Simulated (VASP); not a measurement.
Data:

```yaml
crystal:
  lattice:
    - [1.14332, -1.98029, 0.00000]
    - [1.14332, 1.98029, 0.00000]
    - [0.00000, 0.00000, 3.58249]
  atoms:
    - { symbol: Be, position: [0.33333, 0.66667, 0.25000] }
    - { symbol: Be, position: [0.66667, 0.33333, 0.75000] }
```

The numbers are results of vdW-DF-cx, VASP's PBE PAW potentials (set 64) (plane waves; VASP), not measurements. Settings: 520 eV cut-off, 20×20×11 Γ-centred mesh, tetrahedra with Blöchl corrections, potentials Be.

Q: Predict the energy per atom (σ→0), band gap (on the k-mesh) with the smallest direct gap where there is one.

A: 
The band gap (on the k-mesh) is none (metal, semimetal or under 0.01 eV). The energy per atom (σ→0) is -3.273 eV/atom.

The compound is Be in the hcp structure. It was relaxed first.
